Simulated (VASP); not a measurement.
# CaScC3 (Pm-3m) in VASP: notebook

One crystal, CaScC3, is run at these levels: PBE, RPBE; tasks: relaxation of cell and atoms.

All numbers are computed with VASP 6.6.1; they aren't measurements. Logs are shortened: lines on timing, memory, paths and dates and some standing lists are left out, and cuts for length are marked.

### Step 1. Starting point

Symmetry: Pm-3m, No. 221, cubic system. Conventional cell: a = 4.251 Å, b = 4.251 Å, c = 4.251 Å, α = 90.00°, β = 90.00°, γ = 90.00°. Ca (site symmetry m-3m) has 12 C at 3.01 Å as nearest neighbours. Sc (site symmetry m-3m) has 6 C at 2.13 Å as nearest neighbours. Around C (site symmetry 4/mmm) lie 2 Sc at 2.13 Å.

The cell was built by a generator and needn't be a form met in nature.

### Step 2. Relaxation of cell and atoms, PBE

Input file INCAR:

```
PREC     = Accurate       # precision mode
ENCUT    = 600            # plane-wave cutoff, eV
EDIFF    = 1E-6           # SCF threshold, eV
ISMEAR   = 0              # smearing method
SIGMA    = 0.05           # smearing width, eV
LREAL    = False          # projectors in reciprocal space
LASPH    = True           # aspherical terms in the spheres
NELM     = 80             # most SCF steps
ALGO     = Fast           # electronic algorithm
ISIF     = 3              # what is computed and relaxed
LWAVE    = False          # write WAVECAR
LCHARG   = False          # write CHGCAR
GGA      = PE             # functional
IBRION   = 2              # ionic algorithm
NSW      = 40             # ionic steps
EDIFFG   = -0.005         # ionic threshold
```

Input file KPOINTS:

```
regular mesh
0
Gamma
  6 6 6
```

Input file POSCAR:

```
CaScC3
1.0
    4.2507900000      0.0000000000      0.0000000000
    0.0000000000      4.2507900000      0.0000000000
    0.0000000000      0.0000000000      4.2507900000
Ca Sc C
1 1 3
Direct
    0.5000000000      0.5000000000      0.5000000000
    0.0000000000      0.0000000000      0.0000000000
    0.5000000000      0.0000000000      0.0000000000
    0.0000000000      0.5000000000      0.0000000000
    0.0000000000      0.0000000000      0.5000000000
```

Potentials or basis: VASP PAW PBE potentials, release 64 (Ca_sv, Sc_sv, C).

Launch:

```sh
$ cat potpaw_PBE.64/Ca_sv/POTCAR potpaw_PBE.64/Sc_sv/POTCAR potpaw_PBE.64/C/POTCAR > POTCAR
$ mpirun -np 1 vasp_std > vasp.out
```

OUTCAR:

```text
PREC = Accurate
   ENCUT = 600
   EDIFF = 1E-6
   ISMEAR = 0
   LREAL = False
   LASPH = True
   NELM = 80
   ISIF = 3
   GGA = PE
   IBRION = 2
   NSW = 40
   EDIFFG = -0.005

 ion  position               nearest neighbor table
   1  0.500  0.500  0.500-
   2  0.000  0.000  0.000-   3 2.13   4 2.13   5 2.13   5 2.13   4 2.13   3 2.13
   3  0.500  0.000  0.000-   2 2.13   2 2.13
   4  0.000  0.500  0.000-   2 2.13   2 2.13
   5  0.000  0.000  0.500-   2 2.13   2 2.13

  LATTYP: Found a simple cubic cell.
 ALAT       =     4.2507900000

  Lattice vectors:

 A1 = (   4.2507900000,   0.0000000000,   0.0000000000)
 A2 = (   0.0000000000,   4.2507900000,   0.0000000000)
 A3 = (   0.0000000000,   0.0000000000,   4.2507900000)

Analysis of symmetry for initial positions (statically):
=====================================================================
 Subroutine PRICEL returns:
 Original cell was already a primitive cell.

 Routine SETGRP: Setting up the symmetry group for a
 simple cubic supercell.

 Subroutine GETGRP returns: Found 48 space group operations
 (whereof 48 operations were pure point group operations)
 out of a pool of 48 trial point group operations.

The static configuration has the point symmetry O_h .

Analysis of symmetry for dynamics (positions and initial velocities):
=====================================================================
 Subroutine PRICEL returns:
 Original cell was already a primitive cell.

 Routine SETGRP: Setting up the symmetry group for a
 simple cubic supercell.

 Subroutine GETGRP returns: Found 48 space group operations
 (whereof 48 operations were pure point group operations)
 out of a pool of 48 trial point group operations.

The dynamic configuration has the point symmetry O_h .

 Subroutine INISYM returns: Found 48 space group operations
 (whereof 48 operations are pure point group operations),
 and found     1 'primitive' translations

----------------------------------------------------------------------------------------

                                     Primitive cell

  volume of cell :      76.8084

  direct lattice vectors                    reciprocal lattice vectors
     4.250790000  0.000000000  0.000000000     0.235250389  0.000000000  0.000000000
     0.000000000  4.250790000  0.000000000     0.000000000  0.235250389  0.000000000
     0.000000000  0.000000000  4.250790000     0.000000000  0.000000000  0.235250389

  length of vectors
     4.250790000  4.250790000  4.250790000     0.235250389  0.235250389  0.235250389

  position of ions in fractional coordinates (direct lattice)
     0.500000000  0.500000000  0.500000000
     0.000000000  0.000000000  0.000000000
     0.500000000  0.000000000  0.000000000
     0.000000000  0.500000000  0.000000000
     0.000000000  0.000000000  0.500000000

  ion indices of the primitive-cell ions
   primitive index   ion index
                 1           1
                 2           2
                 3           3
                 4           4
                 5           5

----------------------------------------------------------------------------------------

 KPOINTS: regular mesh

Automatic generation of k-mesh.
 Grid dimensions read from file:
 generate k-points for:    6    6    6

 Generating k-lattice:

  Cartesian coordinates                     Fractional coordinates (reciprocal lattice)
     0.039208398  0.000000000  0.000000000     0.166666667  0.000000000  0.000000000
     0.000000000  0.039208398  0.000000000     0.000000000  0.166666667  0.000000000
     0.000000000  0.000000000  0.039208398     0.000000000  0.000000000  0.166666667

  Length of vectors
     0.039208398  0.039208398  0.039208398

  Shift w.r.t. Gamma in fractional coordinates (k-lattice)
     0.000000000  0.000000000  0.000000000

 Subroutine IBZKPT returns following result:
 ===========================================

 Found     20 irreducible k-points:

 Following reciprocal coordinates:
            Coordinates               Weight
  0.000000  0.000000  0.000000      1.000000
  0.166667  0.000000  0.000000      6.000000
  0.333333  0.000000  0.000000      6.000000
  0.500000  0.000000  0.000000      3.000000
  0.166667  0.166667  0.000000     12.000000
  0.333333  0.166667  0.000000     24.000000
[... 12 lines left out ...]
  0.500000  0.500000  0.333333      6.000000
  0.500000  0.500000  0.500000      1.000000
   k-points           NKPTS =     20   k-points in BZ     NKDIM =     20   number of bands    NBANDS=     20
   number of dos      NEDOS =    301   number of ions     NIONS =      5
   total plane-waves  NPLWV =  46656
   dimension x,y,z NGX =    36 NGY =   36 NGZ =   36
   dimension x,y,z NGXF=    72 NGYF=   72 NGZF=   72
   ions per type =               1   1   3
   NGX,Y,Z   is equivalent  to a cutoff of  14.08, 14.08, 14.08 a.u.
   NGXF,Y,Z  is equivalent  to a cutoff of  28.16, 28.16, 28.16 a.u.
 SYSTEM =  unknown system
   PREC   = accura    normal or accurate (medium, high low for compatibility)
   ISTART =      0    job   : 0-new  1-cont  2-samecut
   ICHARG =      2    charge: 1-file 2-atom 10-const
   ISPIN  =      1    spin polarized calculation?
   LNONCOLLINEAR =      F non collinear calculations
   LSORBIT =      F    spin-orbit coupling
   LASPH  =      T    aspherical Exc in radial PAW
   ENCUT  =  600.0 eV  44.10 Ry    6.64 a.u.   8.49  8.49  8.49*2*pi/ulx,y,z
   NELM   =     80;   NELMIN=  2; NELMDL= -5     # of ELM steps
   EDIFF  = 0.1E-05   stopping-criterion for ELM
   LREAL  =      F    real-space projection
   EDIFFG = -.5E-02   stopping-criterion for IOM
   NSW    =     40    number of steps for IOM
   IBRION =      2    ionic relax: 0-MD 1-quasi-New 2-CG
   NFREE  =      1    steps in history (QN), initial steepest desc. (CG)
   ISIF   =      3    stress and relaxation
   ISYM   =      2    0-nonsym 1-usesym 2-fastsym
   POTIM  = 0.5000    time-step for ionic-motion
   TEBEG  =    0.0;   TEEND  =   0.0 temperature during run
   PSTRESS=    0.0 pullay stress
   NELECT =      33.0000    total number of electrons
   NUPDOWN=      -1.0000    fix difference up-down
   EMIN   =  10.00;   EMAX   =-10.00  energy-range for DOS
   EFERMI =   0.00;   METHOD = LEGACY
   ISMEAR =     0;   SIGMA  =   0.05  broadening in eV -4-tet -1-fermi 0-gaus
   EFERMI_NEDOS =   21; number of points for ismear=-14 and -15
   IALGO  =     68    algorithm
   IMIX   =      4    mixing-type and parameters
     AMIX     =   0.40;   BMIX     =  1.00
     AMIX_MAG =   1.60;   BMIX_MAG =  1.00
  volume/ion in A,a.u.               =      15.36       103.67
  Fermi-wavevector in a.u.,A,eV,Ry     =   1.235312  2.334400 20.762417  1.525995
  Thomas-Fermi vector in A             =   2.369966
   LORBIT       =      0    0 simple, 1 ext, 2 COOP (PROOUT), +10 PAW based schemes
   GGA     = PE    functional components
   LHFCALC =     F    Hartree Fock is set to
   AEXX    =    0.0000 exact exchange contribution
   IVDW    =     0    specifies the selected vdW correction
   LEPSILON=     F    determine dielectric tensor
   LRPA    =     F    only Hartree local field effects (RPA)
 conjugate gradient relaxation of ions
 non-spin polarized calculation
 RMM-DIIS sequential band-by-band and
 Gauss-broadening in eV      SIGMA  =   0.05
  energy-cutoff  :      600.00
  volume of cell :       76.81
 maximum number of plane-waves:      2578
 NGX is ok and might be reduce to    36
   NGX = 17   NGY = 17   NGZ = 17

--------------------------------------- Ionic step        1  -------------------------------------------

 number of electron      32.9999999 magnetization

 Free energy of the ion-electron system (eV)
  ---------------------------------------------------
  ext. energy  EPLUGINS =         0.00000000
  ---------------------------------------------------
  free energy    TOTEN  =       -28.45772547 eV

  energy without entropy =      -28.45076227  energy(sigma->0) =      -28.45424387

------------------------ aborting loop because EDIFF is reached ----------------------------------------

  FORCE on cell =-STRESS in cart. coord.  units (eV):
  Direction    XX          YY          ZZ          XY          YZ          ZX
  --------------------------------------------------------------------------------------
  -------------------------------------------------------------------------------------
  Total        0.0364556      0.0364556      0.0364556      0.0000000     -0.0000000      0.0000000
  in kB        0.7604409      0.7604409      0.7604409      0.0000000     -0.0000000      0.0000000
  external PRESSURE =       0.7604409 kB  Pullay stress =       0.0000000 kB

 VOLUME and BASIS-vectors are now :
 -----------------------------------------------------------------------------
  energy-cutoff  :      600.00
  volume of cell :       76.81
      direct lattice vectors                 reciprocal lattice vectors
     4.250790000  0.000000000  0.000000000     0.235250389  0.000000000  0.000000000
     0.000000000  4.250790000  0.000000000     0.000000000  0.235250389  0.000000000
     0.000000000  0.000000000  4.250790000     0.000000000  0.000000000  0.235250389
[... 79 lines left out ...]
 POSITION                                       TOTAL-FORCE (eV/Angst)
 -----------------------------------------------------------------------------------
      2.12839      2.12839      2.12839         0.000000     -0.000000      0.000000
      0.00000      0.00000      0.00000        -0.000000      0.000000      0.000000
      2.12839      0.00000      0.00000        -0.000000      0.000000      0.000000
      0.00000      2.12839      0.00000        -0.000000      0.000000      0.000000
     -0.00000     -0.00000      2.12839        -0.000000      0.000000      0.000000
 -----------------------------------------------------------------------------------
    total drift:                                0.000000      0.000000      0.000000

  FREE ENERGIE OF THE ION-ELECTRON SYSTEM (eV)
  ---------------------------------------------------
  free  energy   TOTEN  =       -28.4578197747 eV

  energy  without entropy=      -28.4509759829  energy(sigma->0) =      -28.45439788

--------------------------------------- Ionic step        4  -------------------------------------------

 number of electron      32.9999999 magnetization

 Free energy of the ion-electron system (eV)
  ---------------------------------------------------
  ext. energy  EPLUGINS =         0.00000000
  ---------------------------------------------------
  free energy    TOTEN  =       -28.45785845 eV

  energy without entropy =      -28.45098084  energy(sigma->0) =      -28.45441964

 E-fermi :   2.7749     XC(G=0): -10.1013

 val. band max:        2.7695940363   @ k =   0.3333   0.1667   0.0000
 cond. band min:       2.8011863614   @ k =   0.5000   0.5000   0.1667
 fundamental gap:      0.0315923251
 Fermi energy:         2.7749427548

 k-point     1 :       0.0000    0.0000    0.0000
  band No.  band energies     occupation
      1     -43.6495      2.00000
      2     -37.3736      2.00000
      3     -22.5178      2.00000
      4     -22.5178      2.00000
      5     -22.5178      2.00000
      6     -18.3502      2.00000
[... 12 lines left out ...]
     19       5.0025      0.00000
     20       5.0025      0.00000
[... 457 lines left out ...]
 POSITION                                       TOTAL-FORCE (eV/Angst)
 -----------------------------------------------------------------------------------
      2.12739      2.12739      2.12739         0.000000     -0.000000     -0.000000
      0.00000      0.00000      0.00000        -0.000000      0.000000      0.000000
      2.12739      0.00000      0.00000        -0.000000      0.000000      0.000000
      0.00000      2.12739      0.00000        -0.000000     -0.000000      0.000000
     -0.00000     -0.00000      2.12739        -0.000000      0.000000      0.000000
 -----------------------------------------------------------------------------------
    total drift:                                0.000000      0.000000      0.000000

  FREE ENERGIE OF THE ION-ELECTRON SYSTEM (eV)
  ---------------------------------------------------
  free  energy   TOTEN  =       -28.4578584474 eV

  energy  without entropy=      -28.4509808353  energy(sigma->0) =      -28.45441964

 reached required accuracy - stopping structural energy minimisation
```

It took 94 s on 1 thread of Intel Xeon 6975P-C (Granite Rapids), shared host; peak memory 0.23 GiB.

What came out:

```
Free energy                            : -28.4579 eV
Relaxed volume                         : 15.41 Å³/atom
Relaxed cell                           : a = 4.255 Å, b = 4.255 Å, c = 4.255 Å, α = 90.00°, β = 90.00°, γ = 90.00°
Space group after relaxing (to 0.05 Å) : Pm-3m (No. 221)
Energy gained by relaxing              : 0.0 meV/atom
Ionic steps                            : 4
Pressure after relaxing                : 0.0 GPa
Band gap on the k mesh                 : none (metal or under the smearing width)
```

Step by step:
```csv
step,energy change (eV),largest force (eV/Å),pressure (GPa),volume (Å³)
1,0.0000,0.0000,0.08,76.81
2,-0.0001,0.0000,0.14,76.89
3,-0.0001,0.0000,-0.11,77.13
4,-0.0001,0.0000,-0.01,77.03
```

Final structure:
```xyz
5
Lattice="4.2548 0.0000 0.0000 0.0000 4.2548 0.0000 0.0000 0.0000 4.2548" Properties=species:S:1:pos:R:3 pbc="T T T"
Ca    2.1274    2.1274    2.1274
Sc    0.0000    0.0000    0.0000
C     2.1274    0.0000    0.0000
C     0.0000    2.1274    0.0000
C     0.0000    0.0000    2.1274
```

### Step 3. Relaxation of cell and atoms, RPBE

Input file INCAR:

```
SYSTEM = CaScC3
PREC = Accurate
ENCUT = 600
EDIFF = 1E-6
ISMEAR = 0
SIGMA = 0.05
LREAL = .FALSE.
LASPH = .TRUE.
NELM = 60
ALGO = Normal
ISIF = 3
LWAVE = .FALSE.
LCHARG = .FALSE.
GGA = RP
IBRION = 2
NSW = 40
EDIFFG = -0.01
```

Input file KPOINTS:

```
Automatic mesh
0
G
  6 6 6
  0 0 0
```

POSCAR is that of step 2.

Potentials or basis: VASP PAW PBE potentials, release 64 (Ca_sv, Sc_sv, C).

Launch:

```sh
$ cat potpaw_PBE.64/Ca_sv/POTCAR potpaw_PBE.64/Sc_sv/POTCAR potpaw_PBE.64/C/POTCAR > POTCAR
$ mpirun -np 1 vasp_std > vasp.out
```

Wall time 44 s (1 thread of Intel Xeon 6975P-C (Granite Rapids), shared host); peak memory 0.24 GiB.

Results (log left out):

| Quantity | Value |
| --- | --- |
| Free energy | -26.7274 eV |
| Relaxed volume | 15.94 Å³/atom |
| Relaxed cell | a = 4.303 Å, b = 4.303 Å, c = 4.303 Å, α = 90.00°, β = 90.00°, γ = 90.00° |
| Space group after relaxing (to 0.05 Å) | Pm-3m (No. 221) |
| Energy gained by relaxing | 5.1 meV/atom |
| Ionic steps | 3 |
| Pressure after relaxing | 0.0 GPa |
| Band gap on the k mesh | none (metal or under the smearing width) |

The path:
```csv
step,energy change (eV),largest force (eV/Å),pressure (GPa),volume (Å³)
1,0.0000,0.0000,2.92,76.81
2,-0.0252,0.0000,-0.26,79.96
3,-0.0254,0.0000,0.00,79.68
```

Final structure:
```
Ca Sc C
1.0
     4.30304    0.00000    0.00000
     0.00000    4.30304    0.00000
     0.00000    0.00000    4.30304
Ca Sc C
1 1 3
Direct
  0.50000 0.50000 0.50000
  0.00000 0.00000 0.00000
  0.50000 0.00000 0.00000
  0.00000 0.50000 0.00000
  0.00000 0.00000 0.50000
```

Levels at points of the mesh, in eV from the Fermi level:
```tsv
k point	band 13	band 14	band 15	band 16	band 17	band 18	band 19	band 20
(0.00, 0.00, 0.00)	-1.41	-1.41	0.87	0.87	0.87	2.16	2.16	2.16
(0.50, 0.00, 0.00)	-1.04	-1.04	-0.79	-0.73	-0.73	-0.37	1.77	1.77
(0.50, 0.50, 0.00)	-2.11	-1.27	-1.01	-1.01	-0.11	-0.11	0.64	2.15
(0.50, 0.50, 0.50)	-2.80	-2.80	-2.68	-1.24	-1.24	2.37	2.37	2.37
```

Caveat: the PAW data sets were made with another functional, which shifts forces and pressure a little.
